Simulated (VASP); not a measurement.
Level of theory: PBEsol GGA, VASP's PBE PAW potentials (set 64) (plane waves; VASP).

VASP ran on this input.

### KPOINTS
```
Automatic mesh
0
gamma
 10 10 10
0 0 0
```

### POSCAR
```
BP
4.5210960
  0.0000000000   0.5000000244   0.5000000244
  0.5000000244   0.0000000000   0.5000000244
  0.5000000244   0.5000000244   0.0000000000
B P
1 1
Direct
  0.0000000000   0.0000000000   0.0000000000
  0.2500000000   0.2500000000   0.2500000000
```

**INCAR**
```
SYSTEM=BP
ISMEAR=0
LCHARG=F
GGA=PS   ! PBEsol
LASPH=T   ! aspherical one-centre terms
ALGO=Normal   ! blocked Davidson
NELM=100   ! most electronic steps
PREC=Accurate
ENCUT=520   ! plane-wave cut-off (eV)
LREAL=F   ! projection in real space or not
NSW=1
EDIFF=1E-8
SIGMA=0.01   ! width (eV)
LWAVE=F
IBRION=8   ! DFPT with symmetry
LEPSILON=T
```

POTCAR, in this order: B P (PBE.64 set). Program: vasp_std.

The run wrote:

### OUTCAR
```


 HEAD OF MICROSCOPIC STATIC DIELECTRIC TENSOR (INDEPENDENT PARTICLE, excluding Hartree and local field effects)
 ------------------------------------------------------
           9.837053    -0.000000    -0.000000
           0.000000     9.837053     0.000000
          -0.000000    -0.000000     9.837053
 ------------------------------------------------------

 MACROSCOPIC STATIC DIELECTRIC TENSOR (including local field effects in DFT)
 ------------------------------------------------------
           9.427695     0.000000     0.000000
          -0.000000     9.427695     0.000000
           0.000000     0.000000     9.427695
 ------------------------------------------------------

 PIEZOELECTRIC TENSOR (including local field effects)  for field in x, y, z        (e  Angst)
          XX          YY          ZZ          XY          YZ          ZX
  --------------------------------------------------------------------------------
  x     0.00000    -0.00000     0.00000     0.00000     0.19378     0.00000
  y    -0.00000     0.00000     0.00000     0.00000     0.00000     0.19378
  z    -0.00000    -0.00000     0.00000     0.19378     0.00000     0.00000

 PIEZOELECTRIC TENSOR (including local field effects)  for field in x, y, z        (C/m^2)
          XX          YY          ZZ          XY          YZ          ZX
  --------------------------------------------------------------------------------
  x     0.00000    -0.00000     0.00000     0.00000     0.13438     0.00000
  y    -0.00000     0.00000     0.00000     0.00000     0.00000     0.13438
  z    -0.00000    -0.00000     0.00000     0.13438     0.00000     0.00000

 BORN EFFECTIVE CHARGES (including local field effects) (in |e|, cummulative output)
 ---------------------------------------------------------------------------------
 ion    1
    1    -0.54102     0.00000    -0.00000
    2    -0.00000    -0.54102     0.00000
    3     0.00000     0.00000    -0.54102
 ion    2
    1     0.54102    -0.00000     0.00000
    2     0.00000     0.54102    -0.00000
    3    -0.00000    -0.00000     0.54102
```
(Selected blocks of OUTCAR.)

The compound is BP in the zinc blende structure. It was relaxed first.
